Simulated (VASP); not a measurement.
# B2F (P1) in VASP: density of states with LDA

Aim: the density of states of B2F with LDA.

Program: VASP 6.6.1. These are calculated values, not measurements. Logs are shortened: lines on timing, memory, paths and dates and some standing lists are left out, and cuts for length are marked.

## 1. The structure

The typed cell holds 3 atoms: a = 2.870 Å, b = 2.856 Å, c = 3.554 Å, α = 90.15°, β = 90.55°, γ = 59.51°.

The cell was built by a generator and needn't be a form met in nature.

## 2. Density of states, LDA

File POSCAR:

```
B2F
1.0
    1.4281768300      2.4897447000     -0.0137993100
   -1.4134082000      2.4812188100     -0.0037245500
   -0.0126542300     -0.0127064600      3.5541592200
B F
2 1
Direct
    0.3187310000      0.3335960000      0.4923370000
    0.6481100000      0.6970360000      0.4728190000
    0.0576900000      0.9863560000      0.0028570000
```

File INCAR.step1:

```
PREC = Accurate
ENCUT = 520
EDIFF = 1E-6
ISMEAR = 1
SIGMA = 0.0935
LREAL = F
LASPH = T
NELM = 100
ALGO = Normal
ISIF = 2
LWAVE = F
LCHARG = T
NBANDS = 14
```

File KPOINTS.step1:

```
Automatic mesh
0
Gamma
  7 7 5
  0.5 0 0
```

File INCAR.step2:

```
PREC = Accurate
ENCUT = 520
EDIFF = 1E-6
ISMEAR = -5
SIGMA = 0.0935
LREAL = F
LASPH = T
NELM = 100
ALGO = Normal
ISIF = 2
LWAVE = F
LCHARG = F
LORBIT = 11
NEDOS = 2001
ICHARG = 11
```

File KPOINTS.step2:

```
Automatic mesh
0
Gamma
  11 11 8
```

Potentials or basis: VASP PAW LDA potentials, release 64 (B, F).

Run with:

```sh
cat potpaw_LDA.64/B/POTCAR potpaw_LDA.64/F/POTCAR > POTCAR
cp INCAR.step1 INCAR
cp KPOINTS.step1 KPOINTS
mpirun -np 1 vasp_std > vasp.out
cp INCAR.step2 INCAR
cp KPOINTS.step2 KPOINTS
mpirun -np 1 vasp_std > vasp.out
```

OUTCAR:

```text
PREC = Accurate
   ENCUT = 520
   EDIFF = 1E-6
   ISMEAR = -5
   LREAL = F
   LASPH = T
   NELM = 100
   ISIF = 2
   LORBIT = 11
   ICHARG = 11

 ion  position               nearest neighbor table
   1  0.319  0.334  0.492-   2 1.57   2 1.66   2 1.72
   2  0.648  0.697  0.473-   1 1.57   1 1.66   1 1.72
   3  0.058  0.986  0.003-

  LATTYP: Found a triclinic cell.
 ALAT       =     2.8703149914
 B/A-ratio  =     0.9900013374
 C/A-ratio  =     1.2382628634
 COS(alpha) =     0.0071164317
 COS(beta)  =     0.0096800922
 COS(gamma) =     0.5001822107

  Lattice vectors:

 A1 = (   1.4281768300,   2.4897447000,  -0.0137993100)
 A2 = (   2.8415850300,   0.0085258900,  -0.0100747600)
 A3 = (   0.0126542300,   0.0127064600,  -3.5541592200)

Analysis of symmetry for initial positions (statically):
=====================================================================
 Subroutine PRICEL returns:
 Original cell was already a primitive cell.

 Routine SETGRP: Setting up the symmetry group for a
 triclinic supercell.

 Subroutine GETGRP returns: Found  1 space group operations
 (whereof  1 operations were pure point group operations)
 out of a pool of  2 trial point group operations.

The static configuration has the point symmetry C_1 .

Analysis of symmetry for dynamics (positions and initial velocities):
=====================================================================
 Subroutine PRICEL returns:
 Original cell was already a primitive cell.

 Routine SETGRP: Setting up the symmetry group for a
 triclinic supercell.

 Subroutine GETGRP returns: Found  1 space group operations
 (whereof  1 operations were pure point group operations)
 out of a pool of  2 trial point group operations.

The dynamic configuration has the point symmetry C_1 .

 Subroutine INISYM returns: Found  1 space group operations
 (whereof  1 operations are pure point group operations),
 and found     1 'primitive' translations

----------------------------------------------------------------------------------------

                                     Primitive cell

  volume of cell :      25.1011

  direct lattice vectors                    reciprocal lattice vectors
     1.428176830  2.489744700 -0.013799310     0.351322766  0.200131403  0.001966339
    -1.413408200  2.481218810 -0.003724550    -0.352524877  0.202213712 -0.000532196
    -0.012654230 -0.012706460  3.554159220     0.000994614  0.000988934  0.281367572

  length of vectors
     2.870314991  2.855553080  3.554204460     0.404331709  0.406404303  0.281371068

  position of ions in fractional coordinates (direct lattice)
     0.318731000  0.333596000  0.492337000
     0.648110000  0.697036000  0.472819000
     0.057690000  0.986356000  0.002857000

  ion indices of the primitive-cell ions
   primitive index   ion index
                 1           1
                 2           2
                 3           3

----------------------------------------------------------------------------------------

 KPOINTS: Automatic mesh

Automatic generation of k-mesh.
 Grid dimensions read from file:
 generate k-points for:   11   11    8

 Generating k-lattice:

  Cartesian coordinates                     Fractional coordinates (reciprocal lattice)
     0.031938433  0.018193764  0.000178758     0.090909091 -0.000000000  0.000000000
    -0.032047716  0.018383065 -0.000048381     0.000000000  0.090909091  0.000000000
     0.000124327  0.000123617  0.035170947     0.000000000  0.000000000  0.125000000

  Length of vectors
     0.036757428  0.036945846  0.035171384

  Shift w.r.t. Gamma in fractional coordinates (k-lattice)
     0.000000000  0.000000000  0.000000000

 TETIRR: Found   2902 inequivalent tetrahedra from     5808

 Subroutine IBZKPT returns following result:
 ===========================================

 Found    485 irreducible k-points:

 Following reciprocal coordinates:
            Coordinates               Weight
  0.000000  0.000000  0.000000      1.000000
  0.090909 -0.000000  0.000000      2.000000
  0.181818  0.000000  0.000000      2.000000
  0.272727 -0.000000  0.000000      2.000000
  0.363636 -0.000000  0.000000      2.000000
  0.454545 -0.000000  0.000000      2.000000
[... 16 lines left out ...]
  0.454545  0.181818  0.000000      2.000000
 -0.454545  0.181818 -0.000000      2.000000
 [... further k-points ...]
   k-points           NKPTS =    485   k-points in BZ     NKDIM =    485   number of bands    NBANDS=     10
   number of dos      NEDOS =   2001   number of ions     NIONS =      3
   total plane-waves  NPLWV =  16128
   dimension x,y,z NGX =    24 NGY =   24 NGZ =   28
   dimension x,y,z NGXF=    48 NGYF=   48 NGZF=   56
   ions per type =               2   1
   NGX,Y,Z   is equivalent  to a cutoff of  13.90, 13.97, 13.10 a.u.
   NGXF,Y,Z  is equivalent  to a cutoff of  27.80, 27.94, 26.19 a.u.
 SYSTEM =  unknown system
   PREC   = accura    normal or accurate (medium, high low for compatibility)
   ISTART =      0    job   : 0-new  1-cont  2-samecut
   ICHARG =     11    charge: 1-file 2-atom 10-const
   ISPIN  =      1    spin polarized calculation?
   LNONCOLLINEAR =      F non collinear calculations
   LSORBIT =      F    spin-orbit coupling
   LASPH  =      T    aspherical Exc in radial PAW
   ENCUT  =  520.0 eV  38.22 Ry    6.18 a.u.   5.34  5.31  6.61*2*pi/ulx,y,z
   NELM   =    100;   NELMIN=  2; NELMDL=  0     # of ELM steps
   EDIFF  = 0.1E-05   stopping-criterion for ELM
   LREAL  =      F    real-space projection
   EDIFFG = 0.1E-04   stopping-criterion for IOM
   NSW    =      0    number of steps for IOM
   IBRION =     -1    ionic relax: 0-MD 1-quasi-New 2-CG
   NFREE  =      0    steps in history (QN), initial steepest desc. (CG)
   ISIF   =      2    stress and relaxation
   ISYM   =      2    0-nonsym 1-usesym 2-fastsym
   POTIM  = 0.5000    time-step for ionic-motion
   TEBEG  =    0.0;   TEEND  =   0.0 temperature during run
   PSTRESS=    0.0 pullay stress
   NELECT =      13.0000    total number of electrons
   NUPDOWN=      -1.0000    fix difference up-down
   EMIN   =  10.00;   EMAX   =-10.00  energy-range for DOS
   EFERMI =   0.00;   METHOD = LEGACY
   ISMEAR =    -5;   SIGMA  =   0.09  broadening in eV -4-tet -1-fermi 0-gaus
   EFERMI_NEDOS =   21; number of points for ismear=-14 and -15
   IALGO  =     38    algorithm
   IMIX   =      4    mixing-type and parameters
     AMIX     =   0.40;   BMIX     =  1.00
     AMIX_MAG =   1.60;   BMIX_MAG =  1.00
  volume/ion in A,a.u.               =       8.37        56.46
  Fermi-wavevector in a.u.,A,eV,Ry     =   1.314694  2.484412 23.516603  1.728422
  Thomas-Fermi vector in A             =   2.444929
   LORBIT       =     11    0 simple, 1 ext, 2 COOP (PROOUT), +10 PAW based schemes
   GGA     = CA    functional components
   LHFCALC =     F    Hartree Fock is set to
   AEXX    =    0.0000 exact exchange contribution
   IVDW    =     0    specifies the selected vdW correction
   LEPSILON=     F    determine dielectric tensor
   LRPA    =     F    only Hartree local field effects (RPA)
 non-spin polarized calculation
 Fermi weights with tetrahedron method with Bloechl corrections
  energy-cutoff  :      520.00
  volume of cell :       25.10
 maximum number of plane-waves:       696
 NGX is ok and might be reduce to    24

 number of electron      13.0000002 magnetization

 Free energy of the ion-electron system (eV)
  ---------------------------------------------------
  ext. energy  EPLUGINS =         0.00000000
  ---------------------------------------------------
  free energy    TOTEN  =       -15.78948295 eV

  energy without entropy =      -15.78948295  energy(sigma->0) =      -15.78948295

 E-fermi :   2.5685     XC(G=0): -11.4221

 val. band max:        2.6516003148   @ k =   0.0909  -0.0909   0.3750
 cond. band min:       2.5076647527   @ k =  -0.2727  -0.1818   0.3750
 fundamental gap:     -0.1439355621
 Fermi energy:         2.5685188138

 k-point     1 :       0.0000    0.0000    0.0000
  band No.  band energies     occupation
      1     -19.5472      2.00000
      2      -6.9334      2.00000
      3      -3.0470      2.00000
      4      -0.1096      2.00000
      5      -0.0082      2.00000
      6       3.8006      0.00000
      7       5.0772      0.00000
      8       5.2448      0.00000
      9      11.7389      0.00000
     10      12.8171      0.00000

 k-point     2 :       0.0909   -0.0000    0.0000
  band No.  band energies     occupation
      1     -19.5044      2.00000
      2      -6.8564      2.00000
      3      -2.9318      2.00000
      4      -0.2650      2.00000
      5      -0.1196      2.00000
      6       3.5136      0.00000
      7       4.6984      0.00000
      8       5.2184      0.00000
      9      11.7834      0.00000
     10      13.2427      0.00000

 k-point     3 :       0.1818    0.0000    0.0000
  band No.  band energies     occupation
      1     -19.3871      2.00000
      2      -6.6310      2.00000
      3      -2.6053      2.00000
      4      -0.7501      2.00000
      5      -0.3602      2.00000
      6       2.7267      0.65731
      7       3.9745      0.00000
      8       5.1610      0.00000
      9      11.8026      0.00000
     10      13.6676      0.00000
[... 248 lines left out ...]
 k-point    23 :       0.4545    0.1818    0.0000
  band No.  band energies     occupation
      1     -19.0248      2.00000
      2      -5.6220      2.00000
      3      -2.3013      2.00000
      4      -1.5256      2.00000
      5      -1.1922      2.00000
      6       1.1294      2.00000
      7       1.9452      2.11395
      8       5.1738      0.00000
      9       9.8668      0.00000
     10      13.3158      0.00000

 k-point    24 :      -0.4545    0.1818   -0.0000
  band No.  band energies     occupation
      1     -18.9448      2.00000
      2      -5.1626      2.00000
      3      -3.0733      2.00000
      4      -1.3925      2.00000
      5      -0.9788      2.00000
      6       0.6101      2.00000
      7       1.8292      2.00099
      8       5.4608      0.00000
      9       8.7466      0.00000
     10      13.3171      0.00000

 [... further k-points ...]

------------------------ aborting loop because EDIFF is reached ----------------------------------------

  FORCE on cell =-STRESS in cart. coord.  units (eV):
  Direction    XX          YY          ZZ          XY          YZ          ZX
  --------------------------------------------------------------------------------------
  -------------------------------------------------------------------------------------
  Total        4.1096016      0.1489268      1.7460409     -1.6696293     -0.0852334     -0.3570908
  in kB      262.3112899      9.5058308    111.4478473   -106.5705749     -5.4403541    -22.7927067
  external PRESSURE =     127.7549893 kB  Pullay stress =       0.0000000 kB

 VOLUME and BASIS-vectors are now :
 -----------------------------------------------------------------------------
  energy-cutoff  :      520.00
  volume of cell :       25.10
      direct lattice vectors                 reciprocal lattice vectors
     1.428176830  2.489744700 -0.013799310     0.351322766  0.200131403  0.001966339
    -1.413408200  2.481218810 -0.003724550    -0.352524877  0.202213712 -0.000532196
    -0.012654230 -0.012706460  3.554159220     0.000994614  0.000988934  0.281367572

 POSITION                                       TOTAL-FORCE (eV/Angst)
 -----------------------------------------------------------------------------------
     -0.02253      1.61503      1.74420        -1.301738      0.754552      0.270762
     -0.06556      3.33712      1.66893         0.946906     -1.026819     -0.066239
     -1.31177      2.59096      0.00568         0.354832      0.272266     -0.204522
 -----------------------------------------------------------------------------------
    total drift:                               -0.001246     -0.002663     -0.001494

  FREE ENERGIE OF THE ION-ELECTRON SYSTEM (eV)
  ---------------------------------------------------
  free  energy   TOTEN  =       -15.7894829472 eV

  energy  without entropy=      -15.7894829472  energy(sigma->0) =      -15.78948295

 total charge

# of ion       s       p       d       tot
------------------------------------------
    1        0.829   1.087   0.000   1.917
    2        0.825   1.091   0.000   1.916
    3        1.751   4.211   0.000   5.962
--------------------------------------------------
tot          3.405   6.389   0.000   9.795
```

Run time: 34 s. Hardware: 1 thread of Intel Xeon 6975P-C (Granite Rapids), shared host; peak memory 0.23 GiB.

Results:

| Property | Result |
| --- | --- |
| Valence electrons inside the program's atomic spheres | B 1.92; F 5.96 |

States per cell in windows of 1 eV (zero at the Fermi level; states under -8 eV left out):
| from (eV) | total | F3_p | B1_p | B2_p | B2_s | B1_s | F3_s |
| --- | --- | --- | --- | --- | --- | --- | --- |
| -8.0 | 0.61 | 0.10 | 0.05 | 0.05 | 0.10 | 0.10 | 0.00 |
| -7.0 | 0.32 | 0.08 | 0.03 | 0.03 | 0.03 | 0.03 | 0.00 |
| -6.0 | 1.13 | 0.41 | 0.10 | 0.10 | 0.06 | 0.06 | 0.01 |
| -5.0 | 1.35 | 0.61 | 0.10 | 0.10 | 0.05 | 0.05 | 0.01 |
| -4.0 | 2.08 | 1.16 | 0.13 | 0.13 | 0.07 | 0.07 | 0.00 |
| -3.0 | 1.78 | 1.04 | 0.10 | 0.10 | 0.09 | 0.09 | 0.00 |
| -2.0 | 0.99 | 0.36 | 0.15 | 0.15 | 0.07 | 0.07 | 0.00 |
| -1.0 | 1.39 | 0.32 | 0.37 | 0.36 | 0.04 | 0.04 | 0.00 |
| 0.0 | 0.80 | 0.09 | 0.26 | 0.26 | 0.01 | 0.01 | 0.00 |
| 1.0 | 0.46 | 0.07 | 0.13 | 0.13 | 0.00 | 0.00 | 0.01 |
| 2.0 | 1.02 | 0.22 | 0.24 | 0.24 | 0.00 | 0.00 | 0.01 |
| 3.0 | 0.60 | 0.11 | 0.14 | 0.14 | 0.00 | 0.00 | 0.00 |
| 4.0 | 0.15 | 0.03 | 0.04 | 0.03 | 0.00 | 0.00 | 0.00 |
| 5.0 | 0.43 | 0.04 | 0.10 | 0.11 | 0.00 | 0.00 | 0.00 |
| 6.0 | 0.48 | 0.03 | 0.12 | 0.12 | 0.00 | 0.00 | 0.00 |
| 7.0 | 0.35 | 0.01 | 0.09 | 0.09 | 0.00 | 0.00 | 0.00 |

Caveat: the k mesh is coarse (spacing up to 0.36 Å⁻¹), so the values aren't converged; an odd number of electrons without spin polarisation forces a metal; a magnetic or distorted state may lie lower; tetrahedron occupations give inexact forces and stress in metals.
